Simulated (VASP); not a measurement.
Here is the system:

```
V
1.0
   -1.48650     1.48650     1.48650
    1.48650    -1.48650     1.48650
    1.48650     1.48650    -1.48650
V
1
Cartesian
  0.00000   0.00000   0.00000
```

All values below come from PBE GGA, VASP's PBE PAW potentials (set 64) (plane waves; VASP). Numerical set-up: 480 eV cut-off, 16×16×16 Γ-centred mesh, first-order Methfessel-Paxton smearing of 0.10 eV, potentials V_sv.

Question: Give the stress tensor in GPa (positive for a compressed cell).

Answer: 
```
4.50  0.00  0.00
0.00  4.50  0.00
0.00  0.00  4.50
```
The pressure is its mean diagonal, 4.50 GPa.

The compound is V in the bcc structure. This cell was strained or had an atom moved on purpose. The run is not spin-polarised, so no magnetic state was tried.
